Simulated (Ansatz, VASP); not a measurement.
# Ti2H2CO2 (Ti2C(OH)2 MXene monolayer): VASP beside Ansatz, part 2 of 2

Aim: how closely do two programs agree when they are given the same cell, functional and k mesh? Of the first pair: The structure shown is the start of the Ansatz relaxation below; VASP solves that cell, so the two are compared at the walk's first step.

VASP 6.6.1 and Ansatz 0.2.0.

So far: The structure; Ansatz: relaxation, PBE with D3(BJ).

## (3) VASP: single point, PBE with D3(BJ), start cell, pair 1

Level of this step: PBE with D3(BJ), zero-moment start; plane waves and PAW (H, O, Ti_sv, C) (VASP).

The same cell, functional, mesh and smearing now go to VASP, with its own data sets.

Lines of VASP's logs that name or quote its potential files are left out, and so is its time.

Contents of INCAR:

```
SYSTEM = Ti2H2CO2
PREC = Accurate
ENCUT = 520
EDIFF = 1E-06
NELM = 200
ISMEAR = -1
SIGMA = 0.05
LREAL = .FALSE.
ALGO = Normal
GGA = PE
IVDW = 12
NBANDS = 31
ISPIN = 2
MAGMOM = -0 -0 -0 -0 0 0 -0
LASPH = .TRUE.
LMAXMIX = 4
LORBIT = 11
LWAVE = .FALSE.
LCHARG = .FALSE.
ISIF = 2
LDIPOL = .TRUE.
IDIPOL = 3
DIPOL = 0.5 0.5 0.5
LVHAR = .TRUE.
GGA_COMPAT = .FALSE.
NELMDL = -8
KPAR = 2
```

Contents of POSCAR:

```
Ti2H2CO2
1.0
    3.1002400000      0.0000000000      0.0000000000
   -1.5501200000      2.6848870000      0.0000000000
    0.0000000000      0.0000000000     44.2030600000
H O Ti C
2 2 2 1
Direct
    0.3333333333      0.6666666667      0.4253099220
    0.6666666667      0.3333333333      0.5746900780
    0.3333333333      0.6666666667      0.4474803328
    0.6666666667      0.3333333333      0.5525196672
    0.6666666667      0.3333333333      0.4723260788
    0.3333333333      0.6666666667      0.5276739212
    0.0000000000      0.0000000000      0.5000000000
```

Contents of KPOINTS:

```
Automatic mesh
0
Gamma
12 12 1
0 0 0
```

PAW data sets: H, O, Ti_sv and C (PBE family, release 64).

The run is started by

```bash
mpirun -np 2 vasp_std
```

Numbers of over 12 decimals in the logs are rounded to 6 here.

What it wrote:

```text
[banner, memory and clock lines left out]
running    2 mpi-ranks, on    1 nodes
 distrk:  each k-point on    1 cores,    2 groups
 distr:  one band on    1 cores,    1 groups

 POSCAR found type information on POSCAR H O TiC
 POSCAR found :  4 types and       7 ions
 LDA part: xc-table for (Slater+PW92), standard interpolation
 POSCAR, INCAR and KPOINTS ok, starting setup
 FFT: planning ... GRIDC
 FFT: planning ... GRID_SOFT
 FFT: planning ... GRID
 WAVECAR not read
 entering main loop
       N       E                     dE             d eps       ncg     rms          rms(c)
DAV:   1     0.432771549658E+03    0.43277E+03   -0.20120E+04  2908   0.110E+03
DAV:   2     0.112023074363E+02   -0.42157E+03   -0.40875E+03  2973   0.330E+02
DAV:   3    -0.579940391215E+02   -0.69196E+02   -0.68342E+02  3487   0.131E+02
DAV:   4    -0.640963165744E+02   -0.61023E+01   -0.60832E+01  3692   0.373E+01
DAV:   5    -0.645356274033E+02   -0.43931E+00   -0.43926E+00  3296   0.745E+00
DAV:   6    -0.645486679889E+02   -0.13041E-01   -0.13040E-01  3648   0.161E+00
DAV:   7    -0.645491350324E+02   -0.46704E-03   -0.46704E-03  3336   0.230E-01
DAV:   8    -0.645491419283E+02   -0.68959E-05   -0.68960E-05  3729   0.352E-02    0.255E+01
DAV:   9    -0.521004920206E+02    0.12449E+02   -0.74069E+01  3094   0.617E+01    0.779E+00
DAV:  10    -0.513414643860E+02    0.75903E+00   -0.72556E+00  3184   0.226E+01    0.637E+00
DAV:  11    -0.510209781082E+02    0.32049E+00   -0.94974E-01  3042   0.553E+00    0.214E+00
DAV:  12    -0.509952777909E+02    0.25700E-01   -0.24091E-01  3812   0.371E+00    0.869E-01
DAV:  13    -0.509912921993E+02    0.39856E-02   -0.74096E-02  3101   0.162E+00    0.278E-01
DAV:  14    -0.509960264077E+02   -0.47342E-02   -0.55872E-02  3220   0.867E-01    0.310E-01
[...]
DAV:  21    -0.509916288672E+02   -0.12085E-03   -0.86929E-05  2774   0.210E-02    0.473E-03
DAV:  22    -0.509916566854E+02   -0.27818E-04   -0.64454E-06  2350   0.693E-03    0.189E-03
DAV:  23    -0.509916723809E+02   -0.15695E-04   -0.85867E-07  2082   0.393E-03    0.134E-03
DAV:  24    -0.509916866590E+02   -0.14278E-04   -0.75755E-07  2033   0.267E-03    0.842E-04
DAV:  25    -0.509916998387E+02   -0.13180E-04   -0.10389E-06  1949   0.246E-03    0.500E-04
DAV:  26    -0.509917045220E+02   -0.46834E-05   -0.76090E-07  1830   0.191E-03    0.316E-04
DAV:  27    -0.509917062496E+02   -0.17275E-05   -0.48984E-07  1935   0.163E-03    0.151E-04
DAV:  28    -0.509917068002E+02   -0.55064E-06   -0.42867E-07  1725   0.144E-03
   1 F= -.52265862E+02 E0= -.52256557E+02  d E =-.186095E-01  mag=    -0.0000
```

OUTCAR, selected parts (step 3):

```text
ion  position               nearest neighbor table
   1  0.333  0.667  0.425-   3 0.98
   2  0.667  0.333  0.575-   4 0.98
   3  0.333  0.667  0.447-   1 0.98   5 2.10   5 2.10   5 2.10
   4  0.667  0.333  0.553-   2 0.98   6 2.10   6 2.10   6 2.10
   5  0.667  0.333  0.472-   3 2.10   3 2.10   3 2.10   7 2.17   7 2.17   7 2.17
   6  0.333  0.667  0.528-   4 2.10   4 2.10   4 2.10   7 2.17   7 2.17   7 2.17
   7  0.000  0.000  0.500-   5 2.17   6 2.17   5 2.17   6 2.17   5 2.17   6 2.17

  LATTYP: Found a hexagonal cell.
 ALAT       =     3.1002400000
 C/A-ratio  =    14.2579477718

 Subroutine GETGRP returns: Found 12 space group operations
 (whereof 12 operations were pure point group operations)

The static configuration has the point symmetry D_3d.

 Found     19 irreducible k-points:

   k-points           NKPTS =     19   k-points in BZ     NKDIM =     19   number of bands    NBANDS=     31

   dimension x,y,z NGX =    24 NGY =   24 NGZ =  336
   dimension x,y,z NGXF=    48 NGYF=   48 NGZF=  672

   ENCUT  =  520.0 eV  38.22 Ry    6.18 a.u.   5.76  5.76 82.19*2*pi/ulx,y,z

   NELECT =      42.0000    total number of electrons

 k-points in reciprocal lattice and weights: Automatic mesh
   0.00000000  0.00000000  0.00000000       0.007
   0.08333333  0.00000000  0.00000000       0.042
   0.16666667  0.00000000  0.00000000       0.042
   0.25000000  0.00000000  0.00000000       0.042
   0.33333333  0.00000000  0.00000000       0.042
   0.41666667  0.00000000  0.00000000       0.042
   0.50000000  0.00000000  0.00000000       0.021
   0.08333333  0.08333333  0.00000000       0.042
   0.16666667  0.08333333  0.00000000       0.083
[...]
0.33333333  0.25000000  0.00000000       0.083
   0.33333333  0.33333333  0.00000000       0.014

 dipolmoment           0.000000      0.000000      0.000000 electrons x Angstroem

 average (electrostatic) potential at core
       1 -43.0091       2 -43.0091       3 -79.0361       4 -79.0361       5 -82.4590
       6 -82.4590       7 -55.0429

 E-fermi :  -0.6598

 spin component 1
 k-point     1 :       0.0000    0.0000    0.0000
  band No.  band energies     occupation
    ...
     18      -4.3480      1.00000
     19      -2.4295      1.00000
     20      -2.4295      1.00000
     21      -1.0468      0.99956
     22      -0.7553      0.87103
     23      -0.6302      0.35632
     24      -0.6302      0.35631
     25      -0.5340      0.07477
     26       0.5665      0.00000
     27       0.5665      0.00000
    ...

 k-point     2 :       0.0833    0.0000    0.0000
  band No.  band energies     occupation
    ...
     19      -2.8407      1.00000
     20      -2.5720      1.00000
     21      -0.9477      0.99685
     22      -0.7634      0.88815
     23      -0.6686      0.54393
     24      -0.4630      0.01917
     25      -0.2918      0.00064
     26       0.5276      0.00000
     27       0.6349      0.00000
     28       1.0923      0.00000
    ...

 k-point     3 :       0.1667    0.0000    0.0000
  band No.  band energies     occupation
    ...
     17      -6.6397      1.00000
     18      -4.0485      1.00000
     19      -3.6171      1.00000
     20      -2.8374      1.00000
     21      -1.1338      0.99992
     22      -0.5610      0.12176
     23      -0.4624      0.01892
     24      -0.1232      0.00002
     25       0.1283      0.00000
     26       0.5492      0.00000
    ...

 k-point     4 :       0.2500    0.0000    0.0000
  band No.  band energies     occupation
    ...
     17      -6.6737      1.00000
     18      -4.3830      1.00000
     19      -3.9169      1.00000
     20      -3.0406      1.00000
     21      -1.5434      1.00000
     22      -0.0458      0.00000
     23       0.0763      0.00000
     24       0.2402      0.00000
     25       0.3143      0.00000
     26       0.8860      0.00000
    ...

 k-point     5 :       0.3333    0.0000    0.0000
  band No.  band energies     occupation
    ...
     17      -6.7121      1.00000
     18      -4.8838      1.00000
     19      -3.8994      1.00000
     20      -3.1332      1.00000
     21      -1.9105      1.00000
     22       0.3133      0.00000
     23       0.6046      0.00000
     24       0.6904      0.00000
     25       0.8689      0.00000
     26       1.2806      0.00000
    ...

 k-point     6 :       0.4167    0.0000    0.0000
  band No.  band energies     occupation
    ...
     17      -6.7360      1.00000
     18      -5.1642      1.00000
     19      -3.8829      1.00000
     20      -3.1506      1.00000
     21      -2.1626      1.00000
     22       0.3307      0.00000
     23       0.9140      0.00000
     24       1.2105      0.00000
     25       1.3331      0.00000
     26       1.3807      0.00000
    ...

 Edisp (eV)   -1.27415

  Total      -1.78233    -1.78233     0.40454    -0.00000     0.00000    -0.00000
  in kB      -7.76112    -7.76113     1.76156    -0.00000     0.00000    -0.00000
  external pressure =       -4.59 kB  Pullay stress =        0.00 kB

  energy-cutoff  :      520.00
  volume of cell :      367.94
      direct lattice vectors                 reciprocal lattice vectors
     3.100240000  0.000000000  0.000000000     0.322555673  0.186227577  0.000000000
    -1.550120000  2.684887000  0.000000000     0.000000000  0.372455154  0.000000000
     0.000000000  0.000000000 44.203060000     0.000000000  0.000000000  0.022622868

 POSITION                                       TOTAL-FORCE (eV/Angst)
 -----------------------------------------------------------------------------------
     -0.00000      1.78992     18.80000         0.000000      0.000000     -0.145000
      1.55012      0.89496     25.40306         0.000000      0.000000      0.145000
     -0.00000      1.78992     19.78000        -0.000000      0.000000     -1.617342
      1.55012      0.89496     24.42306         0.000000     -0.000000      1.617342
      1.55012      0.89496     20.87826        -0.000000     -0.000000      3.256472
     -0.00000      1.78992     23.32480         0.000000      0.000000     -3.256472
      0.00000      0.00000     22.10153         0.000000     -0.000000      0.000000
 -----------------------------------------------------------------------------------
    total drift:                                0.000000      0.000000     -0.000000

  FREE ENERGIE OF THE ION-ELECTRON SYSTEM (eV)
  ---------------------------------------------------
  free  energy   TOTEN  =       -52.2658615200 eV

  energy  without entropy=      -52.2472519904  energy(sigma->0) =      -52.25655676

 vacuum level on the upper side and lower side of the slab         1.813         1.813

 total charge
# of ion       s       p       d       tot
------------------------------------------
    1        0.609   0.118   0.000   0.727
    2        0.609   0.118   0.000   0.727
    3        1.557   3.597   0.000   5.154
    4        1.557   3.597   0.000   5.154
    5        2.175   6.200   1.923  10.299
    6        2.175   6.200   1.923  10.299
    7        0.883   1.521   0.000   2.404
--------------------------------------------------
tot          9.565  21.352   3.846  34.764

 magnetization (x)
# of ion       s       p       d       tot
------------------------------------------
    1       -0.000  -0.000   0.000  -0.000
    2       -0.000  -0.000   0.000  -0.000
    3        0.000   0.000   0.000   0.000
    4        0.000   0.000   0.000   0.000
    5       -0.000  -0.000  -0.000  -0.000
    6       -0.000  -0.000  -0.000  -0.000
    7       -0.000   0.000   0.000   0.000
--------------------------------------------------
tot         -0.000   0.000  -0.000  -0.000

[... 3 further parts left out ...]
```

This run allows spin, but its moments start at zero, where symmetry between the spins tends to hold them, although Ti can carry a moment.

## (4) Differences

Known differences besides the potentials themselves: Ansatz cuts the interaction across the vacuum, VASP repeats the sheet with a dipole correction; the cutoff is 420 eV in Ansatz and 520 eV in VASP. Total energies have different zeros and are not compared.

Forces (eV/Å; atoms numbered as in POSCAR):

```tsv
atom	Ansatz x, y, z	VASP x, y, z
H1	0.000, 0.000, -0.060	0.000, 0.000, -0.145
H2	0.000, 0.000, 0.060	0.000, 0.000, 0.145
O3	0.000, 0.000, -1.668	0.000, 0.000, -1.617
O4	0.000, 0.000, 1.668	0.000, 0.000, 1.617
Ti5	0.000, 0.000, 3.250	0.000, 0.000, 3.256
Ti6	0.000, 0.000, -3.250	0.000, 0.000, -3.256
C7	0.000, 0.000, 0.000	0.000, 0.000, 0.000
```

The forces differ by 30 meV/Å r.m.s., which is 2.7 % of the r.m.s. force of 1.123 eV/Å (both taken over all components). Moments aren't recorded for both runs of this pair, so they may hold unlike magnetic states. With vacuum in the cell, a pressure given here is an average over mostly empty space and none of the material.

## (5) Ansatz: relaxation, PBE with D3(BJ)

This run makes the geometry at which the two programs are then compared.

The structure compared here is the end of the Ansatz relaxation.

Contents of input.yaml:

```yaml
crystal:
  lattice:
    - [3.10024, 0.0, 0.0]
    - [-1.55012, 2.6848865978, 0.0]
    - [0.0, 0.0, 44.2030602264]
  atoms:
    - { symbol: H, position: [0.3333333333, 0.6666666667, 0.4253099198] }
    - { symbol: O, position: [0.3333333333, 0.6666666667, 0.4474803306] }
    - { symbol: Ti, position: [0.6666666667, 0.3333333333, 0.4723260765], spin: 1.0 }
    - { symbol: C, position: [0.0, 0.0, 0.5] }
    - { symbol: Ti, position: [0.3333333333, 0.6666666667, 0.5276739235], spin: 1.0 }
    - { symbol: O, position: [0.6666666667, 0.3333333333, 0.5525196694] }
    - { symbol: H, position: [0.6666666667, 0.3333333333, 0.5746900802] }
  periodic: [true, true, false]
magnetization:
  spin_polarized: true
kpoints:
  mp_grid: { grid: [12, 12, 1] }
hamiltonian:
  xc: pbe
  dispersion: d3bj
  pseudopotentials: { kind: paw, azcp: { folder: soft_1 } }
scf:
  occupations: { method: fermi_dirac, width: 0.05 }
  convergence: { dr2_threshold: 1.0e-09 }
relax:
  f_tol: 0.004
  max_steps: 90
  cell: {}
output:
  write_potential: true
  write_density: true
  volumetric_format: npy
```

The run is started by

```bash
ansatz run input.yaml --threads 2 --pin off --max-ram 3072MiB --backend cpu --events-out ev --progress --plain --runs-dir out
```

What it wrote:

```text
[...]
Crystal: 7 atoms, lattice volume = 367.937 Å³
Basis set: ecut = 420 eV, 7143 PW (Γ), exchange–correlation on 48×48×600 points (8 copies of the dense FFT grid, shifted against one another)
Bands: 29, of which v1, the nominal top of the filled ones, is band 21 counted from 1 (20 counted from 0)
[...]
- [0, 0, 44.2030602264]
  atoms:
    - { symbol: H, position: [0.333333, 0.666667, 0.423285] }
    - { symbol: O, position: [0.333333, 0.666667, 0.445284] }
    - { symbol: Ti, position: [0.666667, 0.333333, 0.473954] }
    - { symbol: C, position: [0, 0, 0.500000] }
    - { symbol: Ti, position: [0.333333, 0.666667, 0.526046] }
    - { symbol: O, position: [0.666667, 0.333333, 0.554716] }
    - { symbol: H, position: [0.666667, 0.333333, 0.576715] }
[key lines of the parts left out:]
SCF converged after 4 iterations
Magnetization: 0.0000 μB (21.0000 up, 21.0000 down)
Free energy (F): -6423.068141 eV
Fermi energy:    -1.991894 eV
P = ½ c Tr σ = -0.0076 N/m
```

## (6) VASP: single point, PBE with D3(BJ), relaxed cell, pair 2

The same cell, functional, mesh and smearing now go to VASP, with its own data sets.

INCAR is that of step 3.

Contents of POSCAR:

```
Ti2H2CO2
1.0
    3.0386458317      0.0000000000      0.0000000000
   -1.5193229159      2.6315444834      0.0000000000
    0.0000000000      0.0000000000     44.2030602264
H O Ti C
2 2 2 1
Direct
    0.3333333333      0.6666666667      0.4232845173
    0.6666666667      0.3333333333      0.5767154827
    0.3333333333      0.6666666667      0.4452838661
    0.6666666667      0.3333333333      0.5547161339
    0.6666666667      0.3333333333      0.4739542103
    0.3333333333      0.6666666667      0.5260457897
    0.0000000000      0.0000000000      0.5000000000
```

KPOINTS is that of step 3.

The run is started by

```bash
mpirun -np 2 vasp_std
```

What it wrote:

```text
[... set-up lines as in an earlier step ...]
 entering main loop
       N       E                     dE             d eps       ncg     rms          rms(c)
DAV:   1     0.439836997261E+03    0.43984E+03   -0.20233E+04  2892   0.110E+03
DAV:   2     0.980993370030E+01   -0.43003E+03   -0.41863E+03  3006   0.334E+02
DAV:   3    -0.585066453075E+02   -0.68317E+02   -0.67521E+02  3502   0.131E+02
DAV:   4    -0.644550698635E+02   -0.59484E+01   -0.59325E+01  3650   0.370E+01
[...]
DAV:  26    -0.513957553328E+02   -0.63793E-05   -0.34922E-06  2036   0.456E-03    0.562E-04
DAV:  27    -0.513957580904E+02   -0.27576E-05   -0.39119E-06  1936   0.436E-03    0.250E-04
DAV:  28    -0.513957582021E+02   -0.11177E-06   -0.19154E-06  1962   0.302E-03
   1 F= -.52721234E+02 E0= -.52712244E+02  d E =-.179800E-01  mag=     0.0000
```

OUTCAR, selected parts (step 6):

```text
 Edisp (eV)   -1.32548

  Total      -0.00127    -0.00127     0.20859     0.00000     0.00000    -0.00000
  in kB      -0.00574    -0.00574     0.94551     0.00000     0.00000    -0.00000
  external pressure =        0.31 kB  Pullay stress =        0.00 kB

 POSITION                                       TOTAL-FORCE (eV/Angst)
 -----------------------------------------------------------------------------------
     -0.00000      1.75436     18.71047        -0.000000      0.000000     -0.091010
      1.51932      0.87718     25.49259         0.000000     -0.000000      0.091010
     -0.00000      1.75436     19.68291        -0.000000      0.000000      0.071134
      1.51932      0.87718     24.52015        -0.000000     -0.000000     -0.071134
      1.51932      0.87718     20.95023        -0.000000      0.000000     -0.012635
     -0.00000      1.75436     23.25283         0.000000      0.000000      0.012635
      0.00000      0.00000     22.10153        -0.000000      0.000000      0.000000
 -----------------------------------------------------------------------------------
    total drift:                               -0.000000      0.000000      0.000000

  FREE ENERGIE OF THE ION-ELECTRON SYSTEM (eV)
  ---------------------------------------------------
  free  energy   TOTEN  =       -52.7212344116 eV

  energy  without entropy=      -52.7032544339  energy(sigma->0) =      -52.71224442

 magnetization (x)
# of ion       s       p       d       tot
------------------------------------------
    1        0.000   0.000   0.000   0.000
    2        0.000   0.000   0.000   0.000
    3       -0.000  -0.000   0.000  -0.000
    4       -0.000  -0.000   0.000  -0.000
    5        0.000   0.000   0.000   0.000
    6        0.000   0.000   0.000   0.000
    7        0.000  -0.000   0.000  -0.000
--------------------------------------------------
tot          0.000  -0.000   0.000   0.000

[... 1 part as in an earlier step ...]

[... 2 further parts left out ...]
[key lines of the parts left out:]
E-fermi :  -0.2774
```

## (7) Differences

Forces (eV/Å; atoms numbered as in POSCAR):

```tsv
atom	Ansatz x, y, z	VASP x, y, z
H1	0.000, 0.000, 0.000	0.000, 0.000, -0.091
H2	0.000, 0.000, 0.000	0.000, 0.000, 0.091
O3	0.000, 0.000, 0.000	0.000, 0.000, 0.071
O4	0.000, 0.000, 0.000	0.000, 0.000, -0.071
Ti5	0.000, 0.000, 0.000	0.000, 0.000, -0.013
Ti6	0.000, 0.000, 0.000	0.000, 0.000, 0.013
C7	0.000, 0.000, 0.000	0.000, 0.000, 0.000
```

The forces differ by 36 meV/Å r.m.s., where the r.m.s. force is 0.000 eV/Å in Ansatz and 0.036 eV/Å in VASP: the atoms lie near their places of rest in Ansatz, so a percentage would say little (all taken over all components). With vacuum in the cell, a pressure given here is an average over mostly empty space and none of the material.

## (8) What came out

```json
{
  "r.m.s. force difference (single point, PBE with D3(BJ), start cell, pair 1)": "2.7 % of the r.m.s. force",
  "r.m.s. force difference (single point, PBE with D3(BJ), relaxed cell, pair 2)": "36 meV/Å"
}
```

The r.m.s. force difference is 36 meV/Å (single point, PBE with D3(BJ), relaxed cell, pair 2), beyond the 12 meV/Å picked in this series as the mark of a large difference. What causes the difference of the single point, PBE with D3(BJ), relaxed cell, pair 2 pair stays open here. How closely two codes agree says nothing of how well the functional describes the real material.

[Lines on the potential files, build, host, timing and source positions are cut from VASP's logs without a mark.]

[Logs are printed without paths, hosts, clocks, repeated set-up lines and the standing remarks that a program may print on its own settings, such as how far it seeks lower states.]

[Hosts, paths, dates, database ids (printed as entryN), source tags and the programs' standing remarks are cut or masked in the printed files.]
